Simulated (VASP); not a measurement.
All values below come from PBE GGA, VASP's PBE PAW potentials (set 64) (plane waves; VASP).

Input for VASP

**INCAR**
```
! general
SYSTEM =Cu16N
PREC   =Normal
ENCUT  =400
LREAL  =.False.
LASPH  =.True.

! electronic loop
EDIFF  =1E-5
NELM   =100
NELMIN =4
ALGO   =Normal
LMAXMIX=4

! smearing
ISMEAR =1
SIGMA  =0.1

! functional
GGA    =PE

! ions
IBRION =2
NSW    =50
ISIF   =2
EDIFFG =-0.03

! output
LWAVE  =.True.
LCHARG =.False.

! other
LDIPOL =.True.
IDIPOL =3
DIPOL  =0.5 0.5 0.5
```

### POSCAR
```
Cu16N
1.0
  5.1357214775   0.0000000000   0.0000000000
  2.5678602358   4.4476652459   0.0000000000
  0.0000000000   0.0000000000  20.3733409727
Cu N
16 1
Direct
  0.0000000000   0.0000000000   0.3456330000
  0.5000000000   0.0000000000   0.3456330000
  0.0000000000   0.5000000000   0.3456330000
  0.5000000000   0.5000000000   0.3456330000
  0.1666670000   0.1666670000   0.4485440000
  0.6666670000   0.1666670000   0.4485440000
  0.1666670000   0.6666670000   0.4485440000
  0.6666670000   0.6666670000   0.4485440000
 -0.1666670000   0.3333330000   0.5514560000
  0.3333330000   0.3333330000   0.5514560000
 -0.1666670000   0.8333330000   0.5514560000
  0.3333330000   0.8333330000   0.5514560000
  0.0000000000   0.0000000000   0.6543670000
  0.5000000000   0.0000000000   0.6543670000
  0.0000000000   0.5000000000   0.6543670000
  0.5000000000   0.5000000000   0.6543670000
  0.3333330000   0.3333330000   0.7145070000
```

### KPOINTS
```
Automatic mesh
0
Gamma
6 6 1
0 0 0
```

POTCAR, in this order: Cu N (PBE.64 set). Program: vasp_std.

The run wrote:

File OSZICAR:
```
...
DAV:   5    -0.626551220114E+02   -0.47395E-04   -0.93297E-04  2032   0.344E-01    0.449E-02
DAV:   6    -0.626551488687E+02   -0.26857E-04   -0.51325E-04  1920   0.444E-01    0.368E-02
DAV:   7    -0.626551312682E+02    0.17601E-04   -0.96472E-05  1736   0.281E-01    0.139E-02
DAV:   8    -0.626551327683E+02   -0.15001E-05   -0.21863E-05   968   0.108E-01
   3 F= -.62655133E+02 E0= -.62645444E+02  d E =-.121854E+00
       N       E                     dE             d eps       ncg     rms          rms(c)
DAV:   1    -0.626594196374E+02   -0.42884E-02   -0.18991E+01  1540   0.142E+01    0.478E-01
DAV:   2    -0.626996698942E+02   -0.40250E-01   -0.42472E-01  2312   0.380E+00    0.498E-01
DAV:   3    -0.627030332933E+02   -0.33634E-02   -0.10171E-01  1832   0.560E+00    0.645E-01
DAV:   4    -0.626963565280E+02    0.66768E-02   -0.44344E-02  1768   0.413E+00    0.260E-01
DAV:   5    -0.626959698985E+02    0.38663E-03   -0.49864E-03  2476   0.124E+00    0.177E-01
DAV:   6    -0.626958639913E+02    0.10591E-03   -0.33003E-03  1800   0.167E+00    0.122E-01
DAV:   7    -0.626957655018E+02    0.98490E-04   -0.17655E-03  2148   0.120E+00    0.604E-02
DAV:   8    -0.626957150243E+02    0.50478E-04   -0.78691E-04  2516   0.633E-01    0.185E-02
DAV:   9    -0.626957297380E+02   -0.14714E-04   -0.16185E-04  1804   0.205E-01    0.211E-02
DAV:  10    -0.626957346424E+02   -0.49044E-05   -0.67509E-05  1560   0.105E-01
   4 F= -.62695735E+02 E0= -.62686041E+02  d E =-.406019E-01
       N       E                     dE             d eps       ncg     rms          rms(c)
DAV:   1    -0.626851095466E+02    0.10620E-01   -0.10613E+01  1540   0.106E+01    0.351E-01
DAV:   2    -0.627071767822E+02   -0.22067E-01   -0.22704E-01  2320   0.316E+00    0.470E-01
DAV:   3    -0.627074062734E+02   -0.22949E-03   -0.73881E-02  1760   0.485E+00    0.436E-01
DAV:   4    -0.627047112673E+02    0.26950E-02   -0.16568E-02  1816   0.269E+00    0.182E-01
DAV:   5    -0.627046056593E+02    0.10561E-03   -0.38274E-03  2272   0.686E-01    0.111E-01
DAV:   6    -0.627045750207E+02    0.30639E-04   -0.14083E-03  1664   0.919E-01    0.749E-02
DAV:   7    -0.627045484145E+02    0.26606E-04   -0.42192E-04  2060   0.542E-01    0.365E-02
DAV:   8    -0.627045353720E+02    0.13042E-04   -0.30924E-04  1780   0.435E-01    0.173E-02
DAV:   9    -0.627045393568E+02   -0.39848E-05   -0.60658E-05  1512   0.160E-01
   5 F= -.62704539E+02 E0= -.62694851E+02  d E =-.494066E-01
       N       E                     dE             d eps       ncg     rms          rms(c)
DAV:   1    -0.627045179146E+02    0.17457E-04   -0.23212E-02  1544   0.500E-01    0.168E-02
DAV:   2    -0.627045943865E+02   -0.76472E-04   -0.70641E-04  2624   0.353E-01    0.432E-02
DAV:   3    -0.627045612857E+02    0.33101E-04   -0.39360E-04  1680   0.360E-01    0.173E-02
DAV:   4    -0.627045643948E+02   -0.31091E-05   -0.40536E-05  1440   0.675E-02
   6 F= -.62704564E+02 E0= -.62694877E+02  d E =-.494316E-01
       N       E                     dE             d eps       ncg     rms          rms(c)
DAV:   1    -0.627038934838E+02    0.66780E-03   -0.13075E+00  1516   0.371E+00    0.166E-01
DAV:   2    -0.627071778975E+02   -0.32844E-02   -0.35403E-02  2168   0.106E+00    0.116E-01
DAV:   3    -0.627074848714E+02   -0.30697E-03   -0.54792E-03  2568   0.834E-01    0.163E-01
DAV:   4    -0.627070738504E+02    0.41102E-03   -0.47728E-03  1760   0.130E+00    0.830E-02
DAV:   5    -0.627070262812E+02    0.47569E-04   -0.42253E-04  2052   0.376E-01    0.447E-02
DAV:   6    -0.627070240603E+02    0.22209E-05   -0.14614E-04  2232   0.175E-01    0.198E-02
DAV:   7    -0.627070306442E+02   -0.65839E-05   -0.12818E-04  1808   0.289E-01    0.155E-02
DAV:   8    -0.627070308104E+02   -0.16625E-06   -0.20660E-05   956   0.125E-01
   7 F= -.62707031E+02 E0= -.62697356E+02  d E =-.246642E-02
       N       E                     dE             d eps       ncg     rms          rms(c)
DAV:   1    -0.627067842295E+02    0.24641E-03   -0.16523E-01  1520   0.132E+00    0.607E-02
DAV:   2    -0.627072363988E+02   -0.45217E-03   -0.47452E-03  2216   0.378E-01    0.577E-02
DAV:   3    -0.627073374226E+02   -0.10102E-03   -0.19783E-03  1900   0.738E-01    0.882E-02
DAV:   4    -0.627071885000E+02    0.14892E-03   -0.97685E-04  1788   0.623E-01    0.237E-02
DAV:   5    -0.627071899937E+02   -0.14936E-05   -0.62061E-05  1652   0.136E-01
   8 F= -.62707190E+02 E0= -.62697518E+02  d E =-.262560E-02
       N       E                     dE             d eps       ncg     rms          rms(c)
DAV:   1    -0.627067819899E+02    0.40651E-03   -0.82658E-01  1576   0.300E+00    0.777E-02
DAV:   2    -0.627084275970E+02   -0.16456E-02   -0.16357E-02  2360   0.117E+00    0.150E-01
DAV:   3    -0.627083046644E+02    0.12293E-03   -0.44800E-03  1684   0.122E+00    0.792E-02
DAV:   4    -0.627082364103E+02    0.68254E-04   -0.11245E-03  1672   0.641E-01    0.512E-02
DAV:   5    -0.627082345330E+02    0.18773E-05   -0.23762E-04  1844   0.290E-01    0.395E-02
DAV:   6    -0.627082397712E+02   -0.52382E-05   -0.17768E-04  2172   0.272E-01    0.253E-02
DAV:   7    -0.627082356065E+02    0.41647E-05   -0.81156E-05  1660   0.238E-01
   9 F= -.62708236E+02 E0= -.62698557E+02  d E =-.104561E-02
       N       E                     dE             d eps       ncg     rms          rms(c)
DAV:   1    -0.627081740345E+02    0.65737E-04   -0.99013E-02  1580   0.104E+00    0.310E-02
DAV:   2    -0.627084417272E+02   -0.26769E-03   -0.24892E-03  2640   0.612E-01    0.786E-02
DAV:   3    -0.627083598366E+02    0.81891E-04   -0.12310E-03  2156   0.632E-01    0.260E-02
DAV:   4    -0.627083582990E+02    0.15376E-05   -0.13950E-04  1600   0.198E-01    0.157E-02
DAV:   5    -0.627083612710E+02   -0.29721E-05   -0.45170E-05  1440   0.941E-02
  10 F= -.62708361E+02 E0= -.62698680E+02  d E =-.117128E-02
       N       E                     dE             d eps       ncg     rms          rms(c)
DAV:   1    -0.627075462883E+02    0.81201E-03   -0.39614E-01  1576   0.208E+00    0.541E-02
DAV:   2    -0.627083879424E+02   -0.84165E-03   -0.81615E-03  2368   0.862E-01    0.116E-01
DAV:   3    -0.627082628430E+02    0.12510E-03   -0.27361E-03  1728   0.944E-01    0.523E-02
DAV:   4    -0.627082465786E+02    0.16264E-04   -0.43125E-04  1660   0.388E-01    0.325E-02
DAV:   5    -0.627082505026E+02   -0.39240E-05   -0.11840E-04  1632   0.195E-01    0.279E-02
DAV:   6    -0.627082519913E+02   -0.14887E-05   -0.90754E-05  1888   0.201E-01
  11 F= -.62708252E+02 E0= -.62698565E+02  d E =-.106200E-02
       N       E                     dE             d eps       ncg     rms          rms(c)
DAV:   1    -0.627080031282E+02    0.24737E-03   -0.22524E-01  1576   0.156E+00    0.414E-02
DAV:   2    -0.627084500548E+02   -0.44693E-03   -0.45220E-03  2344   0.713E-01    0.807E-02
DAV:   3    -0.627084084482E+02    0.41607E-04   -0.12799E-03  1784   0.671E-01    0.435E-02
DAV:   4    -0.627083866434E+02    0.21805E-04   -0.31511E-04  1676   0.322E-01    0.305E-02
DAV:   5    -0.627083859134E+02    0.73005E-06   -0.71352E-05  1576   0.109E-01
  12 F= -.62708386E+02 E0= -.62698705E+02  d E =-.119592E-02
       N       E                     dE             d eps       ncg     rms          rms(c)
DAV:   1    -0.627080888682E+02    0.29778E-03   -0.59073E-01  1572   0.251E+00    0.605E-02
DAV:   2    -0.627091636071E+02   -0.10747E-02   -0.10863E-02  2304   0.974E-01    0.103E-01
DAV:   3    -0.627091346016E+02    0.29005E-04   -0.32199E-03  1704   0.106E+00    0.802E-02
DAV:   4    -0.627090756589E+02    0.58943E-04   -0.59193E-04  1640   0.398E-01    0.390E-02
DAV:   5    -0.627090802847E+02   -0.46259E-05   -0.15128E-04  1828   0.192E-01    0.339E-02
DAV:   6    -0.627090741739E+02    0.61108E-05   -0.91428E-05  1696   0.186E-01
  13 F= -.62709074E+02 E0= -.62699371E+02  d E =-.688261E-03
```

**OUTCAR**
```
------------------------ aborting loop because EDIFF is reached ----------------------------------------
  FORCE on cell =-STRESS in cart. coord.  units (eV):
  Direction    XX          YY          ZZ          XY          YZ          ZX
  --------------------------------------------------------------------------------------
  Total       -2.8984513     -2.8984513     -1.7170042      0.0000003      0.0000000     -0.0000000
  in kB       -9.9788566     -9.9788565     -5.9113425      0.0000011      0.0000000     -0.0000000
  external PRESSURE =      -8.6230185 kB  Pullay stress =       0.0000000 kB
  volume of cell :      465.37
      direct lattice vectors                 reciprocal lattice vectors
     5.135721477  0.000000000  0.000000000     0.194714609 -0.112418510  0.000000000
     2.567860236  4.447665246  0.000000000     0.000000000  0.224837065  0.000000000
     0.000000000  0.000000000 20.373340973     0.000000000  0.000000000  0.049083751
 POSITION                                       TOTAL-FORCE (eV/Angst)
 -----------------------------------------------------------------------------------
      0.00000      0.00000      7.05591        -0.000000      0.000000      0.014323
      5.13572      4.44340      7.05229         0.000000     -0.005539      0.014389
      6.41596      2.22596      7.05229        -0.004797      0.002769      0.014389
      3.85548      2.22596      7.05229         0.004797      0.002769      0.014389
      1.28334      0.74094      9.14827         0.011377      0.006569      0.013971
      3.85239      0.74094      9.14827        -0.011377      0.006569      0.013971
      2.56786      2.96580      9.14827         0.000000     -0.013137      0.013971
      5.13572      2.96511      9.13153        -0.000000      0.000000     -0.000141
      5.13572      1.49303     11.23959        -0.000000      0.008803     -0.018205
      2.56786      1.48255     11.21263        -0.000000      0.000000     -0.007700
      6.41057      3.70115     11.23959        -0.007624     -0.004402     -0.018205
      3.86086      3.70115     11.23959         0.007624     -0.004402     -0.018205
      0.00000      0.00000     13.29390        -0.000000      0.000000     -0.017832
      5.13572      4.39871     13.37852        -0.000000      0.012448     -0.014106
      6.37725      2.24831     13.37852         0.010780     -0.006224     -0.014106
      3.89419      2.24831     13.37852        -0.010780     -0.006224     -0.014106
      2.56786      1.48255     14.39368        -0.000000      0.000000      0.023205
 -----------------------------------------------------------------------------------
    total drift:                                0.001689      0.000975     -0.056859
  FREE ENERGIE OF THE ION-ELECTRON SYSTEM (eV)
  ---------------------------------------------------
  free  energy   TOTEN  =       -62.7090741739 eV

  energy  without entropy=      -62.6799645169  energy(sigma->0) =      -62.69937095

 reached required accuracy - stopping structural energy minimisation
```
(Selected blocks of OUTCAR.)

File CONTCAR:
```
Cu16N
   1.00000000000000
     5.1357214774999997    0.0000000000000000    0.0000000000000000
     2.5678602358000000    4.4476652458999997    0.0000000000000000
     0.0000000000000000    0.0000000000000000   20.3733409726999994
  Cu              N
    16     1
Direct
     0.0000000000000000    0.0000000000000000    0.3463306564785674
     0.5004793240828874    0.9990413518342257    0.3461526473102462
     0.9990413518342257    0.5004793240828874    0.3461526473102462
     0.5004793240828874    0.5004793240828874    0.3461526473102462
     0.1665896898726259    0.1665896898726259    0.4490311933935778
     0.6668216202547385    0.1665896898726259    0.4490311933935778
     0.1665896898726259    0.6668216202547385    0.4490311933935778
     0.6666669999999968    0.6666669999999968    0.4482098341223419
     0.8321550226591057    0.3356889546817986    0.5516811105473369
     0.3333330000000032    0.3333330000000032    0.5503578958398263
     0.8321550226591057    0.8321550226591057    0.5516811105473369
     0.3356889546817986    0.8321550226591057    0.5516811105473369
     0.0000000000000000    0.0000000000000000    0.6525145549870022
     0.5055036525934615    0.9889926948130774    0.6566677977685531
     0.9889926948130774    0.5055036525934615    0.6566677977685531
     0.5055036525934615    0.5055036525934615    0.6566677977685531
     0.3333330000000032    0.3333330000000032    0.7064958115131178
```

At this cut-off the stress carries a Pulay error, which pulls relaxed volumes low.

The cell is a thin slab with vacuum, built from Cu (fcc): (111) face, N adsorbed.
